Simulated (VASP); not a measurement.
Computed with PBE GGA, VASP's PBE PAW potentials (set 64) (plane waves; VASP).

VASP input:

### INCAR
```
ALGO  =  Normal
EDIFF  =  1E-7
ENCUT  =  520
GGA  =  PE
ISIF  =  2
ISMEAR  =  1
LASPH  =  T
LCHARG  =  F
LMAXMIX  =  4
LREAL  =  F
LWAVE  =  F
NELM  =  100
PREC  =  Accurate
SIGMA  =  0.1
SYSTEM  =  NiSi2
```

**KPOINTS**
```
Automatic mesh
0
Gamma
10 10 10
0 0 0
```

File POSCAR:
```
NiSi2
1
    0.0000000000     2.7799964082     2.7799964082
    2.7799964082     0.0000000000     2.7799964082
    2.7799964082     2.7799964082     0.0000000000
Si Ni
2 1
Direct
  0.2500000000   0.2500000000   0.2500000000
  0.7500000000   0.7500000000   0.7500000000
  0.0000000000   0.0000000000   0.0000000000
```

POTCAR, in this order: Si Ni (PBE.64 set). Program: vasp_std.

The resulting files:

**OUTCAR**
```
 ion  position               nearest neighbor table
   1  0.250  0.250  0.250-   3 2.41   3 2.41   3 2.41   3 2.41   2 2.78   2 2.78   2 2.78   2 2.78
                             2 2.78   2 2.78
   2  0.750  0.750  0.750-   3 2.41   3 2.41   3 2.41   3 2.41   1 2.78   1 2.78   1 2.78   1 2.78
                             1 2.78   1 2.78
   3  0.000  0.000  0.000-   2 2.41   2 2.41   2 2.41   1 2.41   1 2.41   1 2.41   2 2.41   1 2.41
  LATTYP: Found a face centered cubic cell.
 ALAT       =     5.5599928164
 Subroutine PRICEL returns:
 Original cell was already a primitive cell.
 Subroutine GETGRP returns: Found 48 space group operations
The static configuration has the point symmetry O_h .
The dynamic configuration has the point symmetry O_h .
 Subroutine INISYM returns: Found 48 space group operations
 Subroutine IBZKPT returns following result:
 Found     47 irreducible k-points:

 Following reciprocal coordinates:
            Coordinates               Weight
  0.000000  0.000000  0.000000      1.000000
  0.100000  0.000000  0.000000      8.000000
  0.200000  0.000000  0.000000      8.000000
  0.300000  0.000000  0.000000      8.000000
  0.400000  0.000000  0.000000      8.000000
  0.500000  0.000000  0.000000      4.000000
  0.100000  0.100000  0.000000      6.000000
  0.200000  0.100000  0.000000     24.000000
  0.300000  0.100000  0.000000     24.000000
  0.400000  0.100000  0.000000     24.000000
  0.500000  0.100000  0.000000     24.000000
 -0.400000  0.100000  0.000000     24.000000
 -0.300000  0.100000  0.000000     24.000000
 -0.200000  0.100000  0.000000     24.000000
 -0.100000  0.100000  0.000000     12.000000
  0.200000  0.200000  0.000000      6.000000
  0.300000  0.200000  0.000000     24.000000
  0.400000  0.200000  0.000000     24.000000
  0.500000  0.200000  0.000000     24.000000
 -0.400000  0.200000  0.000000     24.000000
 -0.300000  0.200000  0.000000     24.000000
 -0.200000  0.200000  0.000000     12.000000
  0.300000  0.300000  0.000000      6.000000
  0.400000  0.300000  0.000000     24.000000
  0.500000  0.300000  0.000000     24.000000
 -0.400000  0.300000  0.000000     24.000000
 -0.300000  0.300000  0.000000     12.000000
  0.400000  0.400000  0.000000      6.000000
  0.500000  0.400000  0.000000     24.000000
 -0.400000  0.400000  0.000000     12.000000
  0.500000  0.500000  0.000000      3.000000
  0.300000  0.200000  0.100000     24.000000
  0.400000  0.200000  0.100000     48.000000
  0.500000  0.200000  0.100000     48.000000
 -0.400000  0.200000  0.100000     24.000000
  0.400000  0.300000  0.100000     24.000000
  0.500000  0.300000  0.100000     48.000000
 -0.400000  0.300000  0.100000     48.000000
 -0.300000  0.300000  0.100000     48.000000
 -0.200000  0.300000  0.100000     24.000000
   k-points           NKPTS =     47   k-points in BZ     NKDIM =     47   number of bands    NBANDS=     13
   number of dos      NEDOS =    301   number of ions     NIONS =      3
   total plane-waves  NPLWV =  27000
   dimension x,y,z NGX =    30 NGY =   30 NGZ =   30
   dimension x,y,z NGXF=    60 NGYF=   60 NGZF=   60
   ions per type =               2   1
   PREC   = accura    normal or accurate (medium, high low for compatibility)
   ISTART =      0    job   : 0-new  1-cont  2-samecut
   ICHARG =      2    charge: 1-file 2-atom 10-const
   ISPIN  =      1    spin polarized calculation?
   LNONCOLLINEAR =      F non collinear calculations
   LSORBIT =      F    spin-orbit coupling
   INIWAV =      1    electr: 0-lowe 1-rand  2-diag
   ENCUT  =  520.0 eV  38.22 Ry    6.18 a.u.   7.31  7.31  7.31*2*pi/ulx,y,z
   NELM   =    100;   NELMIN=  2; NELMDL= -5     # of ELM steps
   EDIFF  = 0.1E-06   stopping-criterion for ELM
...
```

File OSZICAR:
```
       N       E                     dE             d eps       ncg     rms          rms(c)
DAV:   1     0.696012612968E+02    0.69601E+02   -0.79077E+03  1230   0.138E+03
DAV:   2    -0.149092024053E+02   -0.84510E+02   -0.79578E+02  1242   0.246E+02
DAV:   3    -0.191315535835E+02   -0.42224E+01   -0.40727E+01  1617   0.604E+01
DAV:   4    -0.192224271641E+02   -0.90874E-01   -0.90744E-01  1415   0.830E+00
DAV:   5    -0.192248941113E+02   -0.24669E-02   -0.24660E-02  1619   0.148E+00    0.157E+01
DAV:   6    -0.247361572343E+02   -0.55113E+01   -0.55815E+01  1303   0.184E+02    0.266E+01
DAV:   7    -0.174858757398E+02    0.72503E+01   -0.16244E+01  1462   0.113E+02    0.449E+00
DAV:   8    -0.173354685003E+02    0.15041E+00   -0.25032E+00  1748   0.280E+01    0.247E+00
DAV:   9    -0.173038433591E+02    0.31625E-01   -0.31517E-01  1504   0.107E+01    0.742E-01
DAV:  10    -0.173000393943E+02    0.38040E-02   -0.15520E-02  1596   0.287E+00    0.287E-01
DAV:  11    -0.173002177186E+02   -0.17832E-03   -0.16033E-03  1445   0.311E-01    0.598E-02
DAV:  12    -0.173002587011E+02   -0.40983E-04   -0.57004E-05  1558   0.661E-02    0.261E-02
DAV:  13    -0.173002598222E+02   -0.11210E-05   -0.29063E-05  1512   0.109E-01    0.805E-03
DAV:  14    -0.173002600693E+02   -0.24717E-06   -0.31804E-06  1544   0.160E-02    0.573E-03
DAV:  15    -0.173002600341E+02    0.35203E-07   -0.94053E-07  1795   0.225E-02
   1 F= -.17300260E+02 E0= -.17300083E+02  d E =-.531624E-03
```

File OUTCAR:
```
------------------------ aborting loop because EDIFF is reached ----------------------------------------
  FORCE on cell =-STRESS in cart. coord.  units (eV):
  Direction    XX          YY          ZZ          XY          YZ          ZX
  --------------------------------------------------------------------------------------
  Total       -2.0955823     -2.0955823     -2.0955823      0.0000000     -0.0000000      0.0000000
  in kB      -78.1362585    -78.1362585    -78.1362585      0.0000000     -0.0000000      0.0000000
  external PRESSURE =     -78.1362585 kB  Pullay stress =       0.0000000 kB
  volume of cell :       42.97
      direct lattice vectors                 reciprocal lattice vectors
     0.000000000  2.779996408  2.779996408    -0.179856347  0.179856347  0.179856347
     2.779996408  0.000000000  2.779996408     0.179856347 -0.179856347  0.179856347
     2.779996408  2.779996408  0.000000000     0.179856347  0.179856347 -0.179856347
 POSITION                                       TOTAL-FORCE (eV/Angst)
 -----------------------------------------------------------------------------------
      1.39000      1.39000      1.39000        -0.000000     -0.000000     -0.000000
      4.16999      4.16999      4.16999         0.000000      0.000000      0.000000
      0.00000      0.00000      0.00000        -0.000000      0.000000      0.000000
 -----------------------------------------------------------------------------------
    total drift:                                0.000000     -0.000000     -0.000000
  FREE ENERGIE OF THE ION-ELECTRON SYSTEM (eV)
  ---------------------------------------------------
  free  energy   TOTEN  =       -17.3002600341 eV

  energy  without entropy=      -17.2997284099  energy(sigma->0) =      -17.30008283
```
(Selected blocks of OUTCAR.)

The compound is NiSi2 in the fluorite structure. This cell is one point of a volume scan, at 1.06 of the reference volume. The run is not spin-polarised, so no magnetic state was tried.
